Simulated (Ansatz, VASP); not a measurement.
## Two plane-wave programs on TaPtS4

```
Ta Pt S
1.0
     0.00000    3.61650    3.61650
     3.61650    0.00000    3.61650
     3.61650    3.61650    0.00000
Ta Pt S
1 1 4
Direct
  0.00000 0.00000 0.00000
  0.75000 0.75000 0.75000
  0.37420 0.87741 0.37420
  0.37420 0.37420 0.87741
  0.37420 0.37420 0.37420
  0.87741 0.37420 0.37420
```

Alike in both runs: functional PBE; k mesh 4 × 4 × 4; occupations gaussian, width 0.1 eV; no spin polarisation.

Ansatz relaxed the structure, and its values are those at the end. VASP's run is a single point on that final structure, the one shown.

```csv
,VASP,Ansatz
version,VASP 6.6.1,Ansatz 0.2.0
potentials or method,"VASP PAW PBE potentials, release 64 (Ta_pv, Pt, S)","scalar-relativistic, plane waves, PAW"
plane-wave cutoff (eV),520,420
valence electrons in the cell,45,55
```

```csv
,VASP,Ansatz,Ansatz less VASP
gap on the k mesh at the Fermi level (eV),none,none,-
pressure (GPa),-0.2,-0.1,+0.12
rms of the force components (eV/Å),0.021,0.019,-0.0021
```

A gap of «none» marks a metal or a gap that the smearing closes. The functional is the same, so the differences come from potentials, cutoffs and numerics. The two sets of potentials don't hold the same shells in valence.

Caveats: the k mesh is coarse (spacing up to 0.38 Å⁻¹), so the values aren't converged. The runs have no spin-orbit coupling, so splittings on Pt, Ta are missing.
